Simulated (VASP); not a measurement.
Input:

```
CdS
1.0
    0.00000     2.70441     2.70441
    2.70441     0.00000     2.70441
    2.70441     2.70441     0.00000
Cd S
1 1
Cartesian
  0.00000   0.00000   0.00000
  2.70441   2.70441   2.70441
```

All values below come from PBEsol GGA, VASP's PBE PAW potentials (set 64) (plane waves; VASP). Run with 500 eV cut-off, 8×8×8 Γ-centred mesh, Gaussian smearing of 0.050 eV, potentials Cd S.

Question: Estimate the energy per atom (σ→0), band gap (on the k-mesh) with the smallest direct gap where there is one.

Answer: 
```
Property                                      Value
-----------------------------------  --------------
band gap (on the k-mesh)                    0.12 eV
smallest direct gap (on the k-mesh)         1.77 eV
energy per atom (σ→0)                -3.323 eV/atom
```

The absolute energy has meaning only against runs of the same code, potentials and settings.

The structure was generated: CdS was put into the rock salt type (Fm-3m), which need not be its known phase. It was relaxed first.
